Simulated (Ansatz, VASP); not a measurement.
# Zn2C (antifluorite type (invented)) in two plane-wave programs, part 2 of 2

One calculation is typed for both programs; each brings its own data sets. How far apart do they land? The cell is generated by rule, not measured, and may not be a known phase. Of the first pair: The cell is taken from a series of runs on this material, whose earlier steps may have relaxed, scaled, displaced or heated it; both programs get it as it stands.

VASP 6.6.1 and Ansatz 0.2.0.

So far: The structure; Ansatz: relaxation of cell and atoms, LDA, pair 1; VASP: relaxation of cell and atoms, LDA, pair 1; Side by side.

### 5. VASP: relaxation of cell and atoms, LDA, pair 2

Level of this step: LDA; plane waves and PAW (C, Zn); invented cell (VASP).

The relaxed volume is the usual yardstick between codes: in a stiff, nearly cubic crystal its relative difference is about their pressure difference at one cell divided by the bulk modulus. Its start cell is another than that of the pair before, and may be another structure of the material.

Contents of INCAR:

```
SYSTEM = Zn2C
PREC = Accurate
ENCUT = 600
EDIFF = 1E-07
NELM = 120
ISMEAR = 0
SIGMA = 0.1
LREAL = .FALSE.
ALGO = Normal
GGA = CA
NBANDS = 20
LORBIT = 11
LWAVE = .FALSE.
LCHARG = .FALSE.
ISIF = 3
IBRION = 2
NSW = 80
EDIFFG = -0.005
LASPH = .TRUE.
GGA_COMPAT = .FALSE.
NELMIN = 4
EFERMI = MIDGAP
KPAR = 2
```

Contents of POSCAR:

```
Zn2C
1.0
    0.0000000000      2.5398836045      2.5398836045
    2.5398836045      0.0000000000      2.5398836045
    2.5398836045      2.5398836045      0.0000000000
C Zn
1 2
Direct
    0.0000000000      0.0000000000      0.0000000000
    0.2500000000      0.2500000000      0.2500000000
    0.7500000000      0.7500000000      0.7500000000
```

Contents of KPOINTS:

```
Automatic mesh
0
Gamma
8 8 8
0 0 0
```

The projector-augmented-wave data sets are C and Zn (LDA family, release 64).

Started as:

```bash
$ mpirun -np 2 vasp_std
```

Numbers of over 12 decimals in the logs are rounded to 6 here.

What it wrote:

```text
[... set-up lines as in an earlier step ...]
 entering main loop
       N       E                     dE             d eps       ncg     rms          rms(c)
DAV:   1     0.147709507775E+03    0.14771E+03   -0.15839E+04  1192   0.241E+03
DAV:   2    -0.308041055822E+01   -0.15079E+03   -0.14494E+03  1164   0.359E+02
DAV:   3    -0.136594794841E+02   -0.10579E+02   -0.10392E+02  1308   0.955E+01
DAV:   4    -0.138664715335E+02   -0.20699E+00   -0.20674E+00  1232   0.124E+01
[...]
DAV:  13    -0.118579671766E+02    0.24399E-06   -0.82359E-07  1308   0.881E-03    0.303E-03
DAV:  14    -0.118579669872E+02    0.18934E-06   -0.65313E-07  1412   0.112E-02    0.897E-04
DAV:  15    -0.118579669937E+02   -0.64829E-08   -0.69230E-08   780   0.175E-03
   1 F= -.11857967E+02 E0= -.11857888E+02  d E =-.118580E+02
[...]
N       E                     dE             d eps       ncg     rms          rms(c)
DAV:   1    -0.118582603263E+02   -0.29334E-03   -0.31901E-03  1300   0.122E+00    0.120E-01
DAV:   2    -0.118580081647E+02    0.25216E-03   -0.86529E-04  1300   0.785E-01    0.469E-02
DAV:   3    -0.118579803905E+02    0.27774E-04   -0.20032E-05  1328   0.590E-02    0.235E-02
DAV:   4    -0.118579710825E+02    0.93080E-05   -0.24223E-06  1664   0.324E-02    0.721E-03
DAV:   5    -0.118579700149E+02    0.10676E-05   -0.10322E-06  1692   0.153E-02    0.583E-04
DAV:   6    -0.118579700253E+02   -0.10429E-07   -0.23151E-07  1036   0.446E-03
   2 F= -.11857970E+02 E0= -.11857894E+02  d E =-.303160E-05
 trial-energy change:   -0.000003  1 .order   -0.000005   -0.000017    0.000008
 step:   0.5903(harm=  0.6820)  dis= 0.00000  next Energy=   -11.857972 (dE=-0.480E-05)
 reached required accuracy - stopping structural energy minimisation
```

From OUTCAR (step 5):

```text
  Total        0.0088563      0.0088563      0.0088563      0.0000000     -0.0000000     -0.0000000
  in kB        0.4334019      0.4334019      0.4334019      0.0000000     -0.0000000     -0.0000000
  external PRESSURE =       0.4334019 kB  Pullay stress =       0.0000000 kB

 POSITION                                       TOTAL-FORCE (eV/Angst)
 -----------------------------------------------------------------------------------
      5.07822      2.53911      2.53911         0.000000      0.000000      0.000000
      1.26955      1.26955      1.26955        -0.000000     -0.000000     -0.000000
      3.80866      3.80866      3.80866         0.000000      0.000000      0.000000
 -----------------------------------------------------------------------------------
    total drift:                               -0.000000      0.000000      0.000000

  FREE ENERGIE OF THE ION-ELECTRON SYSTEM (eV)
  ---------------------------------------------------
  free  energy   TOTEN  =       -11.8579700253 eV

  energy  without entropy=      -11.8578184144  energy(sigma->0) =      -11.85789422

[... 1 part as in an earlier step ...]

[... 3 further parts left out ...]
[key lines of the parts left out:]
E-fermi :   5.0733
```

The gap is under twice the smearing width, so the edge states are partly filled and the run can't tell a small gap from a semimetal.

### 6. Ansatz: relaxation of cell and atoms, LDA, pair 2

Its own start cell and the same functional (in two slightly different forms), mesh and smearing now go to Ansatz, which takes its cutoff from its data sets.

The two relaxations start from unlike cells of this crystal (the structure described is Ansatz's start), so only their ends are compared.

Contents of input.yaml:

```yaml
crystal:
  lattice:
    - [0.0, 2.39058, 2.39058]
    - [2.39058, 0.0, 2.39058]
    - [2.39058, 2.39058, 0.0]
  atoms:
    - { symbol: C, position: [0.0, 0.0, 0.0] }
    - { symbol: Zn, position: [0.25, 0.25, 0.25] }
    - { symbol: Zn, position: [0.75, 0.75, 0.75] }
kpoints:
  mp_grid: { grid: [8, 8, 8] }
hamiltonian:
  xc: lda
scf:
  occupations: { method: gaussian, width: 0.1 }
output:
  forces: true
  stress: true
  eigenvalues: true
relax:
  adjacent_minimum: "off"
  f_tol: 0.05
  max_steps: 80
  cell: { stress_tol: 0.5 }
```

Started as:

```bash
$ ansatz run input.yaml --threads 2 --pin off --max-ram 5120MiB --backend cpu --events-out ev --progress --plain --runs-dir out
```

What it wrote:

```text
[...]
Crystal: 3 atoms, lattice volume = 27.324 Å³
Basis set: ecut = 420 eV, 531 PW (Γ)
Bands: 18, of which v1, the nominal top of the filled ones, is band 14 counted from 1 (13 counted from 0)
Symmetry: 48 space group operations
[...]
k-points: 29 of 512
[...]
k-point 28: bands = [... 10 lower, 5.9522, 7.5438, 7.7139, 7.7139, 16.8078, 18.2211, 18.2211, 18.2863]
--- Relaxed structure (6 steps of the walk, 6 accepted, 2 SCFs on fresh bases) ---
[...]
cell:  # Å, volume = 32.5664 Å³
    - [0, 2.534621, 2.534621]
    - [2.534621, 0, 2.534621]
    - [2.534621, 2.534621, 0]
  atoms:
    - { symbol: C, position: [0, 0, 0] }
    - { symbol: Zn, position: [0.25, 0.25, 0.25] }
    - { symbol: Zn, position: [0.750000, 0.750000, 0.750000] }
[key lines of the parts left out:]
SCF converged after 7 iterations
Free energy (F): -6733.490321 eV
Fermi energy:    12.931495 eV
P = ⅓ Tr σ = 0.0280 GPa (0.280 kbar)
```

### 7. Side by side

The two programs side by side:

```
                                         quantity  Ansatz   VASP  difference
                                      volume (Å³)   32.57  32.74     -0.53 %
edge a after relaxation, in the typed setting (Å)   3.584  3.591     -0.18 %
```

### 8. VASP: zone-centre phonons, LDA

Second derivatives magnify differences that forces hide, and they need a tight electronic threshold.

Contents of INCAR:

```
SYSTEM = Zn2C
PREC = Accurate
ENCUT = 600
EDIFF = 1E-08
NELM = 120
ISMEAR = 0
SIGMA = 0.01
LREAL = .FALSE.
ALGO = Normal
GGA = CA
NBANDS = 20
LORBIT = 11
LWAVE = .FALSE.
LCHARG = .FALSE.
ISIF = 2
IBRION = 8
LEPSILON = .TRUE.
LASPH = .TRUE.
GGA_COMPAT = .FALSE.
EFERMI = MIDGAP
KPAR = 2
```

Contents of POSCAR:

```
Zn2C
1.0
    0.0000000000      2.5351274891      2.5351274891
    2.5351274891      0.0000000000      2.5351274891
    2.5351274891      2.5351274891      0.0000000000
C Zn
1 2
Direct
    0.0000000000      0.0000000000      0.0000000000
    0.2500000000      0.2500000000      0.2500000000
    0.7500000000      0.7500000000      0.7500000000
```

Contents of KPOINTS:

```
Automatic mesh
0
Gamma
12 12 12
0 0 0
```

Started as:

```bash
$ mpirun -np 2 vasp_std
```

What it wrote:

```text
[... set-up lines as in an earlier step ...]
 entering main loop
       N       E                     dE             d eps       ncg     rms          rms(c)
DAV:   1     0.150768712183E+03    0.15077E+03   -0.15796E+04  2928   0.244E+03
DAV:   2    -0.272101415506E+01   -0.15349E+03   -0.14762E+03  2920   0.365E+02
DAV:   3    -0.136611468991E+02   -0.10940E+02   -0.10764E+02  3172   0.976E+01
DAV:   4    -0.138790753958E+02   -0.21793E+00   -0.21754E+00  3100   0.129E+01
[...]
DAV:  13    -0.118621201829E+02    0.22089E-06   -0.86291E-07  3172   0.929E-03    0.336E-03
DAV:  14    -0.118621199683E+02    0.21459E-06   -0.74315E-07  4192   0.121E-02    0.108E-03
DAV:  15    -0.118621199725E+02   -0.41559E-08   -0.48737E-08  3072   0.152E-03
   1 F= -.11862120E+02 E0= -.11862120E+02  d E =-.319478E-52
 Linear response reoptimize wavefunctions to high precision
DAV:   1    -0.118621199708E+02    0.17194E-08   -0.17931E-09  1912   0.100E-03
DAV:   2    -0.118621199708E+02   -0.56389E-10   -0.42875E-10  1624   0.159E-04
 Linear response G [H, r] |phi>, progress :
  Direction:   1
[...]
RMM:  11    -0.117671935697E+00    0.32584E-08    0.11826E-09  8843   0.159E-05    0.173E-06
 first order change of Fermi-energy   0.19312E-02
 force on displaced ion       1 direction 1 :  -3.256   0.000   0.000
 Born effective charge ion    1 direction 1 :  -4.414   0.000   0.000
 Linear response progress:
  Degree of freedom:   2/  2
       N       E                     dE             d eps       ncg     rms          rms(c)
RMM:   1    -0.213891502995E+00   -0.21389E+00    0.15852E-02 16066   0.220E+00
RMM:   2    -0.210054572349E+00    0.38369E-02   -0.26945E-03 15992   0.666E-01    0.915E-02
RMM:   3    -0.210004894612E+00    0.49678E-04   -0.19059E-04 19546   0.110E-01    0.543E-02
RMM:   4    -0.209849447397E+00    0.15545E-03   -0.15838E-05 19771   0.322E-02    0.257E-03
[...]
RMM:   9    -0.209865707853E+00    0.51257E-07    0.65915E-08 20612   0.849E-05    0.109E-05
RMM:  10    -0.209865627061E+00    0.80792E-07    0.27993E-08 19833   0.439E-05    0.209E-06
RMM:  11    -0.209865627395E+00   -0.33380E-09    0.14819E-08 16552   0.201E-05    0.124E-06
 first order change of Fermi-energy   0.22175E+00
 force on displaced ion       2 direction 1 :  -6.391  -0.000  -0.000
 Born effective charge ion    2 direction 1 :   2.169   0.000   0.000
 Born effective charges drift removed
 Linear response finished
```

From OUTCAR (step 8):

```text
  Total        0.1864399      0.1864399      0.1864399     -0.0000000     -0.0000000      0.0000000
  in kB        9.1668472      9.1668472      9.1668472     -0.0000000     -0.0000000      0.0000000
  external PRESSURE =       9.1668472 kB  Pullay stress =       0.0000000 kB

 POSITION                                       TOTAL-FORCE (eV/Angst)
 -----------------------------------------------------------------------------------
      0.00000      0.00000      0.00000         0.000000     -0.000000      0.000000
      1.26756      1.26756      1.26756        -0.000000     -0.000000     -0.000000
      3.80269      3.80269      3.80269         0.000000      0.000000      0.000000
 -----------------------------------------------------------------------------------
    total drift:                               -0.000000      0.000000      0.000000

 MACROSCOPIC STATIC DIELECTRIC TENSOR (including local field effects in DFT)
 ------------------------------------------------------
          49.057205     0.000000    -0.000000
           0.000000    49.057205     0.000000
           0.000000     0.000000    49.057205
 ------------------------------------------------------

 MACROSCOPIC STATIC DIELECTRIC TENSOR IONIC CONTRIBUTION
 ------------------------------------------------------
          32.835211     0.000000     0.000000
           0.000000    32.835211    -0.000000
           0.000000    -0.000000    32.835211
 ------------------------------------------------------

[... 1 part as in an earlier step ...]

[... 1 further part left out ...]
```

With a direct gap this small, the dielectric response converges slowly with the mesh, so tensor and charges are uncertain; a mesh that holds the point of the least gap tends to give too large a tensor.

### 9. Ansatz: zone-centre phonons, LDA

The same cell, functional (in two slightly different forms) and mesh now go to Ansatz, which takes its cutoff from its data sets.

The cell is taken from a series of runs on this material, whose earlier steps may have relaxed, scaled, displaced or heated it; both programs get it as it stands.

Contents of input.yaml:

```yaml
crystal:
  lattice:
    - [0.0, 2.5351274891, 2.5351274891]
    - [2.5351274891, 0.0, 2.5351274891]
    - [2.5351274891, 2.5351274891, 0.0]
  atoms:
    - { symbol: C, position: [0.0, 0.0, 0.0] }
    - { symbol: Zn, position: [0.25, 0.25, 0.25] }
    - { symbol: Zn, position: [0.75, 0.75, 0.75] }
kpoints:
  mp_grid: { grid: [12, 12, 12] }
hamiltonian:
  xc: lda
scf:
  occupations: { method: fixed }
output:
  eigenvalues: true
phonons:
  method: dfpt
  dielectric: true
  rigid_motions: translations
```

Started as:

```bash
$ ansatz run input.yaml --threads 2 --pin off --max-ram 5120MiB --backend cpu --events-out ev --progress --plain --runs-dir out
```

What it wrote:

```text
[...]
Crystal: 3 atoms, lattice volume = 32.586 Å³
Basis set: ecut = 420 eV, 609 PW (Γ), exchange–correlation on 48×48×48 points (8 copies of the dense FFT grid, shifted against one another)
Bands: 18, of which v1, the nominal top of the filled ones, is band 14 counted from 1 (13 counted from 0)
Symmetry: 48 space group operations
k-points: 280 of 1728 (irreducible under 4 space group operations, time reversal used)
[...]
optical modes at Γ + LO–TO along q̂ = [1.0000, 0.0000, 0.0000]:
      ω (cm⁻¹)  modes    IR ((D/Å)²/amu)
[...]
optical modes at Γ + LO–TO along q̂ = [0.0000, 1.0000, 0.0000]:
      ω (cm⁻¹)  modes    IR ((D/Å)²/amu)
[...]
475.23      1            37.1893
  optical modes at Γ + LO–TO along q̂ = [0.0000, 0.0000, 1.0000]:
      ω (cm⁻¹)  modes    IR ((D/Å)²/amu)
        213.22      3             0.0000
        276.08      2            74.3786
        475.23      1            37.1893
[key lines of the parts left out:]
SCF converged after 8 iterations
Free energy (F): -6733.495334 eV
Fermi energy:    12.810100 eV
```

### 10. Side by side

What differs besides the data sets and the points named for the pairs above, as far as they apply: fixed occupations in Ansatz, narrow Gaussian smearing in VASP; VASP's response is taken on the typed mesh, Ansatz refines its own for the field response alone. Total energies have different zeros and are not compared.

The two programs side by side:

```
                  quantity  Ansatz   VASP  difference
optical mode 1 to 3 (cm⁻¹)   213.2  215.4     -1.00 %
optical mode 4 to 6 (cm⁻¹)   276.1  283.7     -2.69 %
```

Not compared: the dielectric constant (VASP's run gives none, or none that is converged on this mesh at a gap this small). Modes are paired by rising frequency, not by their patterns, so a pair may set unlike modes beside each other; they are those without the splitting of longitudinal modes.

### 11. Outcome

```json
{"difference in volume (relaxation of cell and atoms, LDA, pair 1)": "-0.58 %", "difference in volume (relaxation of cell and atoms, LDA, pair 2)": "-0.53 %", "r.m.s. difference of the optical zone-centre modes, each program's sorted by frequency (zone-centre phonons, LDA)": "5.6 cm⁻¹", "difference in optical mode 4 to 6 (zone-centre phonons, LDA)": "-2.7 %"}
```

In words: The difference in volume is -0.58 % (relaxation of cell and atoms, LDA, pair 1), within the 1.2 % picked in this series as the mark of a large difference, as far as the stopping tolerances let one tell. Among the rows given in per cent, the largest difference of the zone-centre phonons, LDA pair is in optical mode 4 to 6, -2.7 %. How closely two codes agree says nothing of how well the functional describes the real material.

[Lines on the potential files, build, host, timing and source positions are cut from VASP's logs without a mark.]

[Logs are printed without paths, hosts, clocks, repeated set-up lines and the standing remarks that a program may print on its own settings, such as how far it seeks lower states.]

[Hosts, paths, dates, database ids (printed as entryN), source tags and the programs' standing remarks are cut or masked in the printed files.]
